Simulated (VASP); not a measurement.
Data:

```
CELL_PARAMETERS angstrom
      3.46119     0.00000     0.00000
     -1.73060     2.99748     0.00000
      0.00000     0.00000     6.45723
ATOMIC_POSITIONS crystal
  Sn 0.00000 0.00000 0.00000
  Sn 0.00000 0.00000 0.50000
  O  0.33333 0.66667 0.25000
  O  0.66667 0.33333 0.75000
```

All values below come from PBE GGA, VASP's PBE PAW potentials (set 64) (plane waves; VASP). Numerical set-up: 520 eV cut-off, 11×11×6 Γ-centred mesh, tetrahedra with Blöchl corrections, potentials Sn_d O.

Unless said otherwise, spin-orbit coupling is left out, though it shifts the bands of the heavy elements here.

### Question
Predict the energy per atom (σ→0), band gap (on the k-mesh) with the smallest direct gap where there is one.

### Answer

* **band gap (on the k-mesh)**: none (metal, semimetal or under 0.01 eV)
* **energy per atom (σ→0)**: -5.161 eV/atom

Only differences to runs with the same potentials and settings are physical.

The structure was generated: SnO was put into the NiAs type type (P6_3/mmc), which need not be its known phase. It was relaxed first, which changed the volume by +60 %.
